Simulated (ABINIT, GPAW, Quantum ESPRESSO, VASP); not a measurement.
One structure in several programs: CdNa3 (Fm-3m, 4 atoms in the cell)

Self-consistent single point.

```
CELL_PARAMETERS angstrom
      0.00000     3.87624     3.87624
      3.87624     0.00000     3.87624
      3.87624     3.87624     0.00000
ATOMIC_POSITIONS crystal
  Na 0.25000 0.25000 0.25000
  Na 0.75000 0.75000 0.75000
  Na 0.50000 0.50000 0.50000
  Cd 0.00000 0.00000 0.00000
```

Shared settings, as Quantum ESPRESSO writes them: occupations = smearing; smearing = fermi-dirac; degauss = 0.0073499 Ry; K_POINTS = automatic 5 5 5 0 0 0. Potentials and cutoffs stand in the table.

```
code                                                                      model  pressure (GPa)  cutoff
----------------  -------------------------------------------------------------  --------------  ------
VASP                               LDA (PZ), VASP's LDA PAW potentials (set 64)           -1.35  300 eV
ABINIT                                       LDA (PW92), PAW (JTH v2.0 LDA PAW)           -1.65   60 Ry
Quantum ESPRESSO            LDA (PZ), GBRV 1.5 ultrasoft (LDA) pseudopotentials           -1.40   40 Ry
GPAW              LDA (Perdew-Wang 92), GPAW PAW datasets LDA (gpaw-data 1.0.1)           -1.31  800 eV
```

The spread over the programs that give each value: pressure within 0.34 GPa.

The same LDA comes in different parametrisations, which differ slightly.

On the base mesh (10 10 10 0 0 0) the same programs gave: Quantum ESPRESSO pressure -1.39 GPa; GPAW pressure -1.30 GPa; ABINIT pressure -1.64 GPa; VASP pressure -1.34 GPa.

VASP's run is marked for a possible Pulay error in its stress at this cutoff; no cutoff test was made.

The starting cell comes from a database of computed structures (which also holds hypothetical and non-ambient phases and stackings), without a prior relaxation at this level.

Left out of this page: Ansatz and SIESTA (not drawn, or without a comparable value); CP2K (on another mesh).
